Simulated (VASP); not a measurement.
OSZICAR of a VASP run on Rh16H:

**OSZICAR**
```
...
DAV:   7    -0.111274264437E+03    0.20565E-03   -0.24228E-03  1285   0.301E-01    0.147E-01
DAV:   8    -0.111274014025E+03    0.25041E-03   -0.75632E-04  1313   0.188E-01    0.391E-02
DAV:   9    -0.111274053805E+03   -0.39780E-04   -0.26456E-04  1348   0.801E-02    0.715E-02
DAV:  10    -0.111274011055E+03    0.42750E-04   -0.11693E-04  1235   0.633E-02    0.243E-02
DAV:  11    -0.111274013722E+03   -0.26669E-05   -0.23464E-05   671   0.300E-02
   3 F= -.11127401E+03 E0= -.11127099E+03  d E =-.178006E+00
       N       E                     dE             d eps       ncg     rms          rms(c)
DAV:   1    -0.111327995701E+03   -0.53985E-01   -0.82120E+00  1044   0.845E+00    0.426E-01
DAV:   2    -0.111368166688E+03   -0.40171E-01   -0.11512E-01  1338   0.179E+00    0.201E+00
DAV:   3    -0.111338013549E+03    0.30153E-01   -0.93208E-02  1403   0.180E+00    0.850E-01
DAV:   4    -0.111333614705E+03    0.43988E-02   -0.13452E-02  1410   0.710E-01    0.440E-01
DAV:   5    -0.111332820696E+03    0.79401E-03   -0.56203E-03  1387   0.469E-01    0.301E-01
DAV:   6    -0.111331858802E+03    0.96189E-03   -0.35514E-03  1364   0.396E-01    0.101E-01
DAV:   7    -0.111331888507E+03   -0.29705E-04   -0.72284E-04  1262   0.152E-01    0.974E-02
DAV:   8    -0.111331797375E+03    0.91132E-04   -0.29345E-04  1333   0.105E-01    0.369E-02
DAV:   9    -0.111331802344E+03   -0.49685E-05   -0.59546E-05  1117   0.471E-02
   4 F= -.11133180E+03 E0= -.11132851E+03  d E =-.577886E-01
       N       E                     dE             d eps       ncg     rms          rms(c)
DAV:   1    -0.111369082892E+03   -0.37286E-01   -0.33268E+01  1044   0.170E+01    0.921E-01
DAV:   2    -0.111537015490E+03   -0.16793E+00   -0.52996E-01  1322   0.364E+00    0.400E+00
DAV:   3    -0.111409814732E+03    0.12720E+00   -0.47086E-01  1411   0.368E+00    0.169E+00
DAV:   4    -0.111395134520E+03    0.14680E-01   -0.68061E-02  1417   0.153E+00    0.103E+00
DAV:   5    -0.111389207903E+03    0.59266E-02   -0.29343E-02  1403   0.105E+00    0.606E-01
DAV:   6    -0.111385509958E+03    0.36979E-02   -0.16305E-02  1396   0.805E-01    0.237E-01
DAV:   7    -0.111385464522E+03    0.45436E-04   -0.35494E-03  1270   0.331E-01    0.206E-01
DAV:   8    -0.111385067674E+03    0.39685E-03   -0.13807E-03  1302   0.218E-01    0.823E-02
DAV:   9    -0.111385084911E+03   -0.17237E-04   -0.33050E-04  1388   0.109E-01    0.839E-02
DAV:  10    -0.111385021680E+03    0.63231E-04   -0.14230E-04  1392   0.779E-02    0.223E-02
DAV:  11    -0.111385025421E+03   -0.37413E-05   -0.31288E-05   707   0.323E-02
   5 F= -.11138503E+03 E0= -.11138121E+03  d E =-.111012E+00
       N       E                     dE             d eps       ncg     rms          rms(c)
DAV:   1    -0.111385360975E+03   -0.33930E-03   -0.40778E-01  1044   0.187E+00    0.109E-01
DAV:   2    -0.111388225482E+03   -0.28645E-02   -0.75191E-03  1330   0.453E-01    0.551E-01
DAV:   3    -0.111385896040E+03    0.23294E-02   -0.71458E-03  1427   0.476E-01    0.206E-01
DAV:   4    -0.111385679007E+03    0.21703E-03   -0.89174E-04  1385   0.177E-01    0.123E-01
DAV:   5    -0.111385606949E+03    0.72059E-04   -0.38479E-04  1387   0.121E-01    0.753E-02
DAV:   6    -0.111385548506E+03    0.58442E-04   -0.22842E-04  1348   0.965E-02    0.227E-02
DAV:   7    -0.111385554063E+03   -0.55564E-05   -0.47533E-05   865   0.384E-02
   6 F= -.11138555E+03 E0= -.11138168E+03  d E =-.111540E+00
       N       E                     dE             d eps       ncg     rms          rms(c)
DAV:   1    -0.111404819826E+03   -0.19271E-01   -0.97818E+00  1044   0.912E+00    0.381E-01
DAV:   2    -0.111430320881E+03   -0.25501E-01   -0.98056E-02  1265   0.159E+00    0.154E+00
DAV:   3    -0.111413510606E+03    0.16810E-01   -0.61670E-02  1347   0.142E+00    0.665E-01
DAV:   4    -0.111410813765E+03    0.26968E-02   -0.11833E-02  1417   0.662E-01    0.380E-01
DAV:   5    -0.111410433987E+03    0.37978E-03   -0.62220E-03  1333   0.426E-01    0.310E-01
DAV:   6    -0.111409517504E+03    0.91648E-03   -0.41387E-03  1325   0.384E-01    0.111E-01
DAV:   7    -0.111409521943E+03   -0.44387E-05   -0.89198E-04  1268   0.169E-01    0.950E-02
DAV:   8    -0.111409413503E+03    0.10844E-03   -0.28332E-04  1223   0.109E-01    0.214E-02
DAV:   9    -0.111409418364E+03   -0.48608E-05   -0.45735E-05   992   0.392E-02
   7 F= -.11140942E+03 E0= -.11140579E+03  d E =-.238643E-01
       N       E                     dE             d eps       ncg     rms          rms(c)
DAV:   1    -0.111412817613E+03   -0.34041E-02   -0.96753E+00  1044   0.907E+00    0.379E-01
DAV:   2    -0.111428134459E+03   -0.15317E-01   -0.79210E-02  1256   0.140E+00    0.108E+00
DAV:   3    -0.111423538605E+03    0.45959E-02   -0.37801E-02  1419   0.122E+00    0.821E-01
DAV:   4    -0.111418865730E+03    0.46729E-02   -0.13352E-02  1442   0.715E-01    0.386E-01
DAV:   5    -0.111418478601E+03    0.38713E-03   -0.64088E-03  1365   0.428E-01    0.312E-01
DAV:   6    -0.111417541558E+03    0.93704E-03   -0.41689E-03  1349   0.384E-01    0.110E-01
DAV:   7    -0.111417545276E+03   -0.37177E-05   -0.88515E-04  1268   0.170E-01    0.944E-02
DAV:   8    -0.111417437713E+03    0.10756E-03   -0.27965E-04  1207   0.109E-01    0.210E-02
DAV:   9    -0.111417441615E+03   -0.39024E-05   -0.44839E-05   983   0.374E-02
   8 F= -.11141744E+03 E0= -.11141387E+03  d E =-.318876E-01
       N       E                     dE             d eps       ncg     rms          rms(c)
DAV:   1    -0.111421830982E+03   -0.43933E-02   -0.10175E+01  1044   0.934E+00    0.470E-01
DAV:   2    -0.111548525667E+03   -0.12669E+00   -0.28525E-01  1331   0.280E+00    0.373E+00
DAV:   3    -0.111427910779E+03    0.12061E+00   -0.23778E-01  1410   0.262E+00    0.534E-01
DAV:   4    -0.111427252038E+03    0.65874E-03   -0.17926E-02  1355   0.724E-01    0.408E-01
DAV:   5    -0.111426641542E+03    0.61050E-03   -0.88574E-03  1325   0.501E-01    0.338E-01
DAV:   6    -0.111425697924E+03    0.94362E-03   -0.40239E-03  1330   0.409E-01    0.163E-01
DAV:   7    -0.111425800575E+03   -0.10265E-03   -0.13212E-03  1380   0.231E-01    0.171E-01
DAV:   8    -0.111425488556E+03    0.31202E-03   -0.60864E-04  1342   0.168E-01    0.425E-02
DAV:   9    -0.111425485215E+03    0.33414E-05   -0.12259E-04  1232   0.641E-02    0.342E-02
DAV:  10    -0.111425472476E+03    0.12739E-04   -0.41063E-05   859   0.382E-02    0.113E-02
DAV:  11    -0.111425472696E+03   -0.22063E-06   -0.84917E-06   522   0.170E-02
   9 F= -.11142547E+03 E0= -.11142198E+03  d E =-.803108E-02
       N       E                     dE             d eps       ncg     rms          rms(c)
DAV:   1    -0.111425655075E+03   -0.18260E-03   -0.23123E-01  1044   0.141E+00    0.703E-02
DAV:   2    -0.111428138812E+03   -0.24837E-02   -0.44608E-03  1338   0.398E-01    0.527E-01
DAV:   3    -0.111425791554E+03    0.23473E-02   -0.32191E-03  1379   0.373E-01    0.817E-02
DAV:   4    -0.111425777824E+03    0.13730E-04   -0.38502E-04  1340   0.110E-01    0.623E-02
DAV:   5    -0.111425769888E+03    0.79367E-05   -0.21696E-04  1317   0.789E-02    0.559E-02
DAV:   6    -0.111425742321E+03    0.27566E-04   -0.10346E-04  1243   0.644E-02    0.236E-02
DAV:   7    -0.111425743286E+03   -0.96514E-06   -0.21803E-05   649   0.318E-02
  10 F= -.11142574E+03 E0= -.11142224E+03  d E =-.830167E-02
       N       E                     dE             d eps       ncg     rms          rms(c)
DAV:   1    -0.111427067617E+03   -0.13253E-02   -0.14911E+00  1044   0.350E+00    0.203E-01
DAV:   2    -0.111442676819E+03   -0.15609E-01   -0.37289E-02  1290   0.106E+00    0.130E+00
DAV:   3    -0.111429969196E+03    0.12708E-01   -0.31572E-02  1339   0.108E+00    0.522E-01
DAV:   4    -0.111427691736E+03    0.22775E-02   -0.56321E-03  1402   0.418E-01    0.954E-02
DAV:   5    -0.111427705113E+03   -0.13378E-04   -0.59074E-04  1180   0.129E-01    0.933E-02
DAV:   6    -0.111427668118E+03    0.36995E-04   -0.44231E-04  1265   0.148E-01    0.707E-02
DAV:   7    -0.111427644736E+03    0.23383E-04   -0.15033E-04  1308   0.809E-02    0.464E-02
DAV:   8    -0.111427621635E+03    0.23101E-04   -0.45948E-05   981   0.482E-02    0.119E-02
DAV:   9    -0.111427623149E+03   -0.15139E-05   -0.13244E-05   529   0.230E-02
  11 F= -.11142762E+03 E0= -.11142415E+03  d E =-.187986E-02
       N       E                     dE             d eps       ncg     rms          rms(c)
DAV:   1    -0.111427627863E+03   -0.62285E-05   -0.79705E-03  1044   0.256E-01    0.165E-02
DAV:   2    -0.111427760682E+03   -0.13282E-03   -0.25734E-04  1298   0.952E-02    0.120E-01
DAV:   3    -0.111427646386E+03    0.11430E-03   -0.22252E-04  1131   0.969E-02    0.427E-02
DAV:   4    -0.111427630502E+03    0.15884E-04   -0.33189E-05   733   0.350E-02    0.713E-03
DAV:   5    -0.111427631822E+03   -0.13198E-05   -0.77439E-06   536   0.162E-02
  12 F= -.11142763E+03 E0= -.11142417E+03  d E =-.188854E-02
       N       E                     dE             d eps       ncg     rms          rms(c)
DAV:   1    -0.111427847715E+03   -0.21721E-03   -0.53550E-01  1044   0.211E+00    0.113E-01
DAV:   2    -0.111429721069E+03   -0.18734E-02   -0.66910E-03  1256   0.425E-01    0.443E-01
DAV:   3    -0.111428689210E+03    0.10319E-02   -0.38960E-03  1291   0.404E-01    0.263E-01
DAV:   4    -0.111428159725E+03    0.52948E-03   -0.18178E-03  1442   0.262E-01    0.114E-01
DAV:   5    -0.111428101430E+03    0.58295E-04   -0.33833E-04  1291   0.103E-01    0.670E-02
DAV:   6    -0.111428061827E+03    0.39603E-04   -0.21195E-04  1300   0.937E-02    0.291E-02
DAV:   7    -0.111428056283E+03    0.55438E-05   -0.30331E-05   699   0.356E-02
  13 F= -.11142806E+03 E0= -.11142457E+03  d E =-.424461E-03
```

Q: Which electronic solver shows in the log?

A: It is blocked Davidson (ALGO = Normal, or the opening steps of other solvers). The INCAR had ALGO = Normal.

Q: Can the final energy be trusted as converged?

A: Self-consistency was reached. It stopped with EDIFF = 1E-5, NELM = 100, NSW = 50 and EDIFFG = -0.03 after 13 ionic steps (PBE GGA, plane waves, VASP's PBE PAW potentials (set 64)).

The cell is a thin slab with vacuum, built from Rh (fcc): (100) face, H adsorbed.
